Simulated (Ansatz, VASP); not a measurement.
# Sn2C (antifluorite type (invented)): VASP beside Ansatz

Aim: how closely do two programs agree when they are given the same cell, functional and k mesh? The cell is generated by rule, not measured, and may not be a known phase. The cell is taken from a series of runs on this material, whose earlier steps may have relaxed, scaled, displaced or heated it; both programs get it as it stands.

Program: Ansatz 0.2.0. Level of theory: plane waves, with VASP 6.6.1 beside it; relaxation of cell and atoms at PBE. Results are calculated unless marked as measured.

**1. The structure**

It takes space group Fm-3m (No. 225, cubic). Conventional cell: a = 6.343 Å, b = 6.343 Å, c = 6.343 Å, α = 90.00°, β = 90.00°, γ = 90.00°. C has 8 Sn at 2.75 Å nearest. Sn has 4 C at 2.75 Å nearest. Farther neighbours are not listed.

**2. Ansatz: relaxation of cell and atoms, PBE**

Ansatz runs on its default PAW (the set named soft_2) files.

The relaxed volume is the usual yardstick between codes: in a stiff, nearly cubic crystal its relative difference is about their pressure difference at one cell divided by the bulk modulus.

input.yaml reads:

```yaml
crystal:
  lattice:
    - [0.0, 3.1714076101, 3.1714076101]
    - [3.1714076101, 0.0, 3.1714076101]
    - [3.1714076101, 3.1714076101, 0.0]
  atoms:
    - { symbol: C, position: [0.0, 0.0, 0.0] }
    - { symbol: Sn, position: [0.25, 0.25, 0.25] }
    - { symbol: Sn, position: [0.75, 0.75, 0.75] }
kpoints:
  mp_grid: { grid: [12, 12, 12] }
hamiltonian:
  xc: pbe
scf:
  occupations: { method: gaussian, width: 0.1 }
output:
  forces: true
  stress: true
  eigenvalues: true
  write_density: true
  write_potential: true
  elf: true
  volumetric_format: npy
relax:
  adjacent_minimum: "off"
  f_tol: 0.005
  max_steps: 80
  cell: { stress_tol: 0.05 }
```

Run with:

```bash
$ ansatz run input.yaml --threads 2 --pin off --max-ram 5120MiB --backend cpu --events-out ev --progress --plain --runs-dir out
```

Numbers of over 12 decimals in the logs are rounded to 6 here.

Output:

```text
Engine: ansatz 0.2.0, aarch64-unknown-linux-gnu
Pseudopotentials: kind: paw
Pseudopotential: C, paw, valence charge 4, recommended cutoff 420 eV (normal), C.paw.azcp
Pseudopotential: Sn, paw, valence charge 14, recommended cutoff 420 eV (normal), Sn.paw.azcp
Functional definition: PBE
  parameter kappa = 0.804
  parameter beta = 0.066725
  exchange = pbe_x(kappa = kappa, mu = beta*pi^2/3)
  correlation = pbe_c(beta = beta)
Crystal: 3 atoms, lattice volume = 63.795 Å³
Basis set: ecut = 420 eV, 1243 PW (Γ), exchange–correlation on 60×60×60 points (8 copies of the dense FFT grid, shifted against one another)
Bands: 20, of which v1, the nominal top of the filled ones, is band 16 counted from 1 (15 counted from 0)
Symmetry: 48 space group operations
Space group: Fm-3m (ITA 225), of the structure as read, at distance tolerance 4.0e-5 Å
k-points: 72 of 1728
Non-local potential: C, projectors of the file, l = 0: 2, l = 1: 2, l = 2: 1
Non-local potential: Sn, projectors of the file, l = 0: 2, l = 1: 2, l = 2: 2, l = 3: 2
PAW form: soft (Blöchl's): semilocal exchange-correlation on the pseudo side does not see the compensation charge
PAW one-centre angular grid: C, 110 points (default); XC on 64 Gauss nodes
PAW one-centre angular grid: Sn, 590 points (default); XC on 64 Gauss nodes
Initial density: superposition of atomic densities (neutral atoms: chi_scale 0, normalization atom), corrected by the library's trained network
Initial wavefunctions: pseudopotential atomic-orbital guess
Functional: x = pbe(κ = 0.804, μ = 0.219515), c = pbe(β = 0.066725)
SCF iter   1: F=—  HF=-12295.246803 eV  |F-HF|=—  |Δ(HF+E_count)|=         —  Δρ=4.18e-3  dr2=2.30e-2  ethr=1.77e-3  ⟨swp⟩=5.8  Hψ=6978  notcnv=0
preconditioner: auto → Kerker (q_TF=auto, 2.432 Å⁻¹)  [metal: Δε(μ)=0.038 eV  Ē_g=17.764 eV  σ=0.100 eV  W_gap=0.21  n_scr=14 (ndim 8)  ℏωp=26.3 eV  f_vac=0.000  D(μ)=0.79/eV (n_scr^D=0)]
SCF iter   2: F=—  HF=-12295.243206 eV  |F-HF|=—  |Δ(HF+E_count)|=   3.60e-3  Δρ=2.35e-3  dr2=7.11e-3  ethr=7.18e-5  ⟨swp⟩=1.0  Hψ=2016  notcnv=0
SCF iter   3: F=—  HF=-12295.242369 eV  |F-HF|=—  |Δ(HF+E_count)|=   8.36e-4  Δρ=6.39e-4  dr2=3.32e-4  ethr=2.22e-5  ⟨swp⟩=2.0  Hψ=1648  notcnv=0
SCF iter   4: F=—  HF=-12295.242280 eV  |F-HF|=—  |Δ(HF+E_count)|=   8.95e-5  Δρ=3.10e-4  dr2=1.03e-4  ethr=1.04e-6  ⟨swp⟩=2.4  Hψ=2587  notcnv=0
SCF iter   5: F=—  HF=-12295.242288 eV  |F-HF|=—  |Δ(HF+E_count)|=   7.79e-6  Δρ=1.69e-4  dr2=1.30e-5  ethr=3.22e-7  ⟨swp⟩=2.0  Hψ=2599  notcnv=0
SCF iter   6: F=—  HF=-12295.242285 eV  |F-HF|=—  |Δ(HF+E_count)|=   2.90e-6  Δρ=2.78e-5  dr2=1.19e-6  ethr=4.08e-8  ⟨swp⟩=2.0  Hψ=2593  notcnv=0
SCF iter   7: F=-12295.242285 eV  HF=-12295.242285 eV  |F-HF|=6.57e-8  |Δ(HF+E_count)|=   1.18e-7  Δρ=1.43e-5  dr2=7.89e-8  ethr=3.13e-10  ⟨swp⟩=7.2  Hψ=9007  notcnv=0
SCF 1 converged in 7 iterations: F = -12295.242285 eV  dr2 = 7.89e-8
  greatest PAW one-centre occupation: 0.991 electrons in one spin orbital (limit 2), on the Sn atom at site 2 (counted from 0), in its partial waves of l = 2
relax step   1: F+E_penalty+E_count = -12295.24228484 eV  Δ(F+E_penalty+E_count) = +0.000e0 eV  max|allowed force component| = 3.392e-17 eV/Å  Δτ_max = 0.0000 Å  P = +0.599 GPa  Ω = 63.795 Å³  (7 SCF iters, dr2 threshold 1.00e-7 eV, accepted)
[...]
relax step   2: F+E_penalty+E_count = -12295.23981953 eV  Δ(F+E_penalty+E_count) = +2.465e-3 eV  max|allowed force component| = 1.480e-16 eV/Å  Δτ_max = 0.0000 Å  P = -0.866 GPa  Ω = 65.329 Å³  energy of the carried Pulay correction = -1.040e-3 eV  (6 SCF iters, dr2 threshold 3.00e-7 eV, rejected (line search))
[...]
relax step   3: F+E_penalty+E_count = -12295.24298247 eV  Δ(F+E_penalty+E_count) = -6.976e-4 eV  max|allowed force component| = 1.049e-16 eV/Å  Δτ_max = 0.0000 Å  P = -0.014 GPa  Ω = 64.414 Å³  energy of the carried Pulay correction = -4.226e-4 eV  (8 SCF iters, accepted)
[...]
relax step   4: F+E_penalty+E_count = -12295.24343452 eV  Δ(F+E_penalty+E_count) = -4.520e-4 eV  max|allowed force component| = 1.141e-16 eV/Å  Δτ_max = 0.0000 Å  P = -0.008 GPa  Ω = 64.414 Å³  stress off target by 7.52e-3 GPa  SCF on the basis re-selected at this cell (its energy is not comparable with the rows above)  (6 SCF iters)
basis re-selected at this cell: Δ(F+E_penalty+E_count) = -4.520e-4 eV, ΔP = +0.007 GPa vs the last step (what re-selecting the basis moved, of the pressure what is left beyond the Pulay correction that the steps carried, after the strain that the cell walked since its last selection, with what the two solves' SCF thresholds leave and, on support functions, any second-order correction that the steps lacked; it is no measure of the basis error at this ecutwfc). The dense FFT grid was sized anew with the basis: this SCF ran on 32×32×32 points, the steps before it on 30×30×30, so part of this shift can come from that change (see relax.cell in the input reference). [rest of the remark cut]
SCF converged after 6 iterations
Free energy (F): -12295.243435 eV
Harris-Foulkes:  -12295.243435 eV  (|F-HF|=9.09e-12)
Internal energy: -12295.239589 eV  (E = F + TS)
E sigma→0 (E₀):  -12295.241512 eV
Entropy (-TS):   -0.003846 eV (-1.282 meV/atom)
Fermi energy:    10.243956 eV
--- Per-component energies (eV) ---
  E_band       = -168.831800
  E_kinetic    = 449.244860
  E_local      = -1829.482163  (includes V_loc(G=0)·N_el)
  E_nonlocal   = -36.967137
  E_hartree    = 1103.329000
  E_xc         = -811.731056
  E_vxc        = -249.225557  (∫ρ·V_xc dr)
  E_paw        = -8366.497907  (= ΣΔE_a)
  E_vpaw       = -709.059804  (= ΣTr[D̂ρ^β])
  E_aug_tail   = 0.000001  (compensation charges beyond the density's cutoff)
  E_ewald      = -2803.135188
  E_smearing   = -0.003846  (= −TS)
  E_closure    = 0.000000  (closes the sum)
  Σ components = -12295.243435   (vs F -12295.243435, Δ=0.00e0)
--- Forces (eV/Å), atoms counted from 1 ---
  atom   1  C     -0.00000000     0.00000000    -0.00000000
  atom   2  Sn     0.00000000    -0.00000000    -0.00000000
  atom   3  Sn    -0.00000000     0.00000000     0.00000000
  max |Σ_I F_I| component: 3.70e-17 eV/Å
--- Stress (GPa, compression-positive) ---
       -0.007525      -0.000000      -0.000000
       -0.000000      -0.007525      -0.000000
       -0.000000      -0.000000      -0.007525
  P = ⅓ Tr σ = -0.0075 GPa (-0.075 kbar)
--- Band table (eV; the first three rows and the last of 72) ---
  k-point 0: bands = [... 12 lower, 8.0864, 8.5148, 8.5148, 8.5148, 9.6602, 9.6602, 9.6602, 14.8111]
  k-point 1: bands = [... 12 lower, 7.3725, 8.3642, 8.3642, 8.5665, 9.8558, 9.8558, 10.5525, 14.5407]
  k-point 2: bands = [... 12 lower, 6.3118, 8.0894, 8.0894, 9.0250, 10.2295, 10.2295, 11.7030, 14.1068]
  k-point 71: bands = [... 12 lower, 2.5274, 5.2551, 9.7697, 9.7697, 9.8528, 11.2067, 13.9899, 13.9899]
--- Relaxed structure (3 steps of the walk, 2 accepted, 1 SCFs on fresh bases) ---
  F+E_penalty+E_count = -12295.24343452 eV   max|allowed force component| = 1.141e-16 eV/Å   (the final SCF, on the basis selected at the relaxed cell)
  cell:  # Å, volume = 64.4138 Å³
    - [0, 3.181630, 3.181630]
    - [3.181630, 0, 3.181630]
    - [3.181630, 3.181630, 0]
  atoms:
    - { symbol: C, position: [0, 0, 0] }
    - { symbol: Sn, position: [0.25, 0.25, 0.25] }
    - { symbol: Sn, position: [0.75, 0.75, 0.75] }
```

**3. VASP: relaxation of cell and atoms, PBE**

The same cell, functional, mesh and smearing now go to VASP, with its own data sets.

Lines of VASP's logs that name or quote its potential files are left out, and so is its time.

INCAR reads:

```
SYSTEM = Sn2C
PREC = Accurate
ENCUT = 600
EDIFF = 1E-07
NELM = 120
ISMEAR = 0
SIGMA = 0.1
LREAL = .FALSE.
ALGO = Normal
GGA = PE
NBANDS = 22
LORBIT = 11
LWAVE = .FALSE.
LCHARG = .FALSE.
ISIF = 3
IBRION = 2
NSW = 80
EDIFFG = -0.005
LASPH = .TRUE.
GGA_COMPAT = .FALSE.
NELMIN = 4
```

POSCAR reads:

```
Sn2C
1.0
    0.0000000000      3.1714080000      3.1714080000
    3.1714080000      0.0000000000      3.1714080000
    3.1714080000      3.1714080000      0.0000000000
C Sn
1 2
Direct
    0.0000000000      0.0000000000      0.0000000000
    0.2500000000      0.2500000000      0.2500000000
    0.7500000000      0.7500000000      0.7500000000
```

KPOINTS reads:

```
Automatic mesh
0
Gamma
12 12 12
0 0 0
```

PAW data sets: C and Sn_d (PBE family, release 64).

Run with:

```bash
$ mpirun -np 1 vasp_std
```

Output:

```text
[banner, memory and clock lines left out]
running    1 mpi-ranks, on    1 nodes
 distrk:  each k-point on    1 cores,    1 groups
 distr:  one band on    1 cores,    1 groups

 POSCAR found type information on POSCAR C Sn
 POSCAR found :  2 types and       3 ions
 LDA part: xc-table for (Slater+PW92), standard interpolation
 POSCAR, INCAR and KPOINTS ok, starting setup
 FFT: planning ... GRIDC
 FFT: planning ... GRID_SOFT
 FFT: planning ... GRID
 WAVECAR not read
 entering main loop
       N       E                     dE             d eps       ncg     rms          rms(c)
DAV:   1     0.261610820250E+03    0.26161E+03   -0.17705E+04  3192   0.240E+03
DAV:   2     0.167905676816E+02   -0.24482E+03   -0.23709E+03  3198   0.506E+02
DAV:   3    -0.124403407917E+02   -0.29231E+02   -0.27802E+02  3840   0.148E+02
DAV:   4    -0.137769621292E+02   -0.13366E+01   -0.13177E+01  3456   0.327E+01
DAV:   5    -0.138216699852E+02   -0.44708E-01   -0.44692E-01  4182   0.607E+00    0.533E+00
DAV:   6    -0.130310517317E+02    0.79062E+00   -0.28173E+00  4310   0.125E+01    0.347E+00
DAV:   7    -0.128170973566E+02    0.21395E+00   -0.55671E-01  3636   0.446E+00    0.137E+00
DAV:   8    -0.128143929500E+02    0.27044E-02   -0.24577E-01  3310   0.210E+00    0.492E-01
DAV:   9    -0.128041318534E+02    0.10261E-01   -0.16341E-02  3700   0.913E-01    0.109E-01
DAV:  10    -0.128048002140E+02   -0.66836E-03   -0.32117E-03  3344   0.311E-01    0.771E-02
DAV:  11    -0.128047018106E+02    0.98403E-04   -0.23764E-04  4170   0.915E-02    0.152E-02
DAV:  12    -0.128047038795E+02   -0.20689E-05   -0.78461E-05  3638   0.405E-02    0.125E-02
DAV:  13    -0.128046997895E+02    0.40900E-05   -0.33346E-06  3212   0.109E-02    0.446E-03
DAV:  14    -0.128046995974E+02    0.19210E-06   -0.10902E-06  3080   0.583E-03    0.795E-04
DAV:  15    -0.128046996665E+02   -0.69135E-07   -0.83411E-08  2122   0.202E-03
   1 F= -.12804700E+02 E0= -.12802761E+02  d E =-.128047E+02
 curvature:   0.00 expect dE= 0.000E+00 dE for cont linesearch  0.000E+00
 trial: gam= 0.00000 g(F)=  0.400E-48 g(S)=  0.271E-02 ort = 0.000E+00 (trialstep = 0.100E+01)
 search vector abs. value=  0.271E-02
 bond charge predicted
       N       E                     dE             d eps       ncg     rms          rms(c)
DAV:   1    -0.128445282241E+02   -0.39829E-01   -0.89178E-01  3906   0.145E+01    0.107E+00
DAV:   2    -0.128135227679E+02    0.31005E-01   -0.54079E-02  3724   0.352E+00    0.480E-01
DAV:   3    -0.128061576392E+02    0.73651E-02   -0.22412E-02  4198   0.225E+00    0.616E-02
DAV:   4    -0.128058940212E+02    0.26362E-03   -0.65539E-04  3480   0.258E-01    0.317E-02
DAV:   5    -0.128057683820E+02    0.12564E-03   -0.11452E-04  3724   0.118E-01    0.972E-03
DAV:   6    -0.128057552024E+02    0.13180E-04   -0.18798E-05  4208   0.431E-02    0.762E-03
DAV:   7    -0.128057534990E+02    0.17034E-05   -0.41707E-06  3756   0.329E-02    0.674E-04
DAV:   8    -0.128057537883E+02   -0.28936E-06   -0.11637E-07  2266   0.306E-03    0.312E-04
DAV:   9    -0.128057539330E+02   -0.14468E-06   -0.27708E-08  1842   0.184E-03    0.116E-04
DAV:  10    -0.128057539535E+02   -0.20516E-07   -0.10598E-08  1710   0.143E-03
   2 F= -.12805754E+02 E0= -.12803833E+02  d E =-.105429E-02
 trial-energy change:   -0.001054  1 .order   -0.001069   -0.002707    0.000570
 step:   0.8223(harm=  0.8262)  dis= 0.00000  next Energy=   -12.805805 (dE=-0.110E-02)
 bond charge predicted
       N       E                     dE             d eps       ncg     rms          rms(c)
DAV:   1    -0.128070282301E+02   -0.12743E-02   -0.27769E-02  3900   0.252E+00    0.191E-01
DAV:   2    -0.128060363691E+02    0.99186E-03   -0.17435E-03  3704   0.632E-01    0.850E-02
DAV:   3    -0.128058079583E+02    0.22841E-03   -0.69200E-04  4212   0.397E-01    0.113E-02
DAV:   4    -0.128058039563E+02    0.40020E-05   -0.20109E-05  3454   0.450E-02    0.564E-03
DAV:   5    -0.128058037915E+02    0.16482E-06   -0.34047E-06  3732   0.200E-02    0.168E-03
DAV:   6    -0.128058045106E+02   -0.71911E-06   -0.51879E-07  3516   0.677E-03    0.127E-03
DAV:   7    -0.128058045949E+02   -0.84262E-07   -0.11535E-07  1812   0.588E-03
   3 F= -.12805805E+02 E0= -.12803880E+02  d E =-.110493E-02
 curvature:  -0.41 expect dE=-0.136E-07 dE for cont linesearch -0.136E-07
 trial: gam= 0.00000 g(F)=  0.117E-48 g(S)=  0.329E-07 ort =-0.943E-05 (trialstep = 0.964E+00)
 search vector abs. value=  0.330E-07
 reached required accuracy - stopping structural energy minimisation
```

OUTCAR, selected parts (step 3):

```text
ion  position               nearest neighbor table
   1  0.000  0.000  0.000-   3 2.75   3 2.75   2 2.75   3 2.75   2 2.75   2 2.75   3 2.75   2 2.75

  LATTYP: Found a face centered cubic cell.
 ALAT       =     6.3428160000

 Subroutine GETGRP returns: Found 48 space group operations
 (whereof 48 operations were pure point group operations)

The static configuration has the point symmetry O_h .

 Found     72 irreducible k-points:

   k-points           NKPTS =     72   k-points in BZ     NKDIM =     72   number of bands    NBANDS=     22

   dimension x,y,z NGX =    36 NGY =   36 NGZ =   36
   dimension x,y,z NGXF=    72 NGYF=   72 NGZF=   72

   ENCUT  =  600.0 eV  44.10 Ry    6.64 a.u.   8.96  8.96  8.96*2*pi/ulx,y,z

   NELECT =      32.0000    total number of electrons

 k-points in reciprocal lattice and weights: Automatic mesh
   0.00000000  0.00000000  0.00000000       0.001
   0.08333333  0.00000000  0.00000000       0.005
   0.16666667  0.00000000  0.00000000       0.005
   0.25000000  0.00000000  0.00000000       0.005
   0.33333333  0.00000000  0.00000000       0.005
   0.41666667  0.00000000  0.00000000       0.005
   0.50000000  0.00000000  0.00000000       0.002
   0.08333333  0.08333333  0.00000000       0.003
   0.16666667  0.08333333  0.00000000       0.014
[...]
-0.33333333  0.50000000  0.16666667       0.007
  -0.25000000  0.50000000  0.25000000       0.003

 average (electrostatic) potential at core
       1 -48.3679       2 -99.7222       3 -99.7222

 E-fermi :   7.5901

 k-point     1 :       0.0000    0.0000    0.0000
  band No.  band energies     occupation
    ...
     15       5.8612      2.00000
     16       5.8612      2.00000
     17       7.0054      2.00000
     18       7.0054      2.00000
     19       7.0054      2.00000
     20      12.1579      0.00000
     21      12.1579      0.00000
     22      12.1579      0.00000

 k-point     2 :       0.0833    0.0000    0.0000
  band No.  band energies     occupation
    ...
     14       5.7105      2.00000
     15       5.7105      2.00000
     16       5.9133      2.00000
     17       7.2011      2.00000
     18       7.2011      2.00000
     19       7.8983      0.00001
     20      11.8878      0.00000
     21      11.8878      0.00000
     22      11.9669      0.00000

 k-point     3 :       0.1667    0.0000    0.0000
  band No.  band energies     occupation
    ...
     14       5.4359      2.00000
     15       5.4359      2.00000
     16       6.3720      2.00000
     17       7.5751      1.16830
     18       7.5751      1.16830
     19       9.0492      0.00000
     20      11.4541      0.00000
     21      11.4541      0.00000
     22      11.7731      0.00000

  Total       -0.0008255     -0.0008255     -0.0008255     -0.0000000     -0.0000000      0.0000000
  in kB       -0.0205381     -0.0205381     -0.0205381     -0.0000000     -0.0000000      0.0000000
  external PRESSURE =      -0.0205381 kB  Pullay stress =       0.0000000 kB

  energy-cutoff  :      600.00
  volume of cell :       64.40
      direct lattice vectors                 reciprocal lattice vectors
     0.000000000  3.181342302  3.181342302    -0.157166363  0.157166363  0.157166363
     3.181342302  0.000000000  3.181342302     0.157166363 -0.157166363  0.157166363
     3.181342302  3.181342302  0.000000000     0.157166363  0.157166363 -0.157166363

 POSITION                                       TOTAL-FORCE (eV/Angst)
 -----------------------------------------------------------------------------------
      0.00000      0.00000      0.00000         0.000000      0.000000      0.000000
      1.59067      1.59067      1.59067        -0.000000      0.000000      0.000000
      4.77201      4.77201      4.77201         0.000000     -0.000000     -0.000000
 -----------------------------------------------------------------------------------
    total drift:                                0.000000      0.000000      0.000000

  FREE ENERGIE OF THE ION-ELECTRON SYSTEM (eV)
  ---------------------------------------------------
  free  energy   TOTEN  =       -12.8058045949 eV

  energy  without entropy=      -12.8019547623  energy(sigma->0) =      -12.80387968

 reached required accuracy - stopping structural energy minimisation

 total charge
# of ion       s       p       d       tot
------------------------------------------
    1        1.018   1.085   0.000   2.104
    2        1.308   0.852   9.992  12.152
    3        1.308   0.852   9.992  12.152
--------------------------------------------------
tot          3.635   2.789  19.984  26.408

[... 3 further parts left out ...]
```

The run keeps the 48 symmetry operations of its start, so it cannot find a distortion of lower symmetry.

**4. Side by side**

Known differences besides the potentials themselves: the cutoff is 420 eV in Ansatz and 600 eV in VASP; Ansatz adds a Pulay correction to the stress that steers its cell, VASP none. Total energies have different zeros and are not compared.

The two programs side by side:

```csv
quantity,Ansatz,VASP,difference
volume (Å³),64.41,64.40,+0.03 %
"edge a after relaxation, in the typed setting (Å)",4.500,4.499,+0.01 %
```

**5. Summary of results**

```yaml
difference_in_volume_relaxation_of_cell_and_atoms_pbe: 0.027 %
```

What this shows: The difference in volume is 0.027 % (relaxation of cell and atoms, PBE), within the 1.2 % picked in this series as the mark of a large difference, as far as the stopping tolerances let one tell. Such differences can come from data sets, numerical settings and the points named under the comparisons, not from the functional's error against experiment.

[Lines on the potential files, build, host, timing and source positions are cut from VASP's logs without a mark.]

[Logs are printed without paths, hosts, clocks, repeated set-up lines and the standing remarks that a program may print on its own settings, such as how far it seeks lower states.]

[Hosts, paths, dates, database ids (printed as entryN), source tags and the programs' standing remarks are cut or masked in the printed files.]
